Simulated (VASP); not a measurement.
Input:

```
CELL_PARAMETERS angstrom
      4.12189     0.00000     0.00000
      0.00000     4.12189     0.00000
      0.00000     0.00000     5.90574
ATOMIC_POSITIONS crystal
  Zn 0.50000 0.50000 0.50000
  Cd 0.00000 0.00000 0.00000
  Se 0.00000 0.50000 0.72628
  Se 0.50000 0.00000 0.27372
```

Computed with PBEsol GGA, VASP's PBE PAW potentials (set 64) (plane waves; VASP). Settings: 400 eV cut-off, 6×6×4 Γ-centred mesh, tetrahedra with Blöchl corrections, potentials Zn Cd Se.

### Question
The job: ZnCdSe2 (space group P-4m2), 4 atoms, PBEsol, static run, 400 eV, 6×6×4 Γ-centred mesh. Roughly how much core time does it take on a busy server core?

### Answer
About 60 core-seconds (one run on a shared machine, a rough figure). It had 30 irreducible k-points, 22 bands, up to 1868 plane waves and 14 electronic steps.

The structure comes from a computed database's ZnCdSe2 entry (P-4m2); how it stands against other phases isn't given here. It was relaxed first.
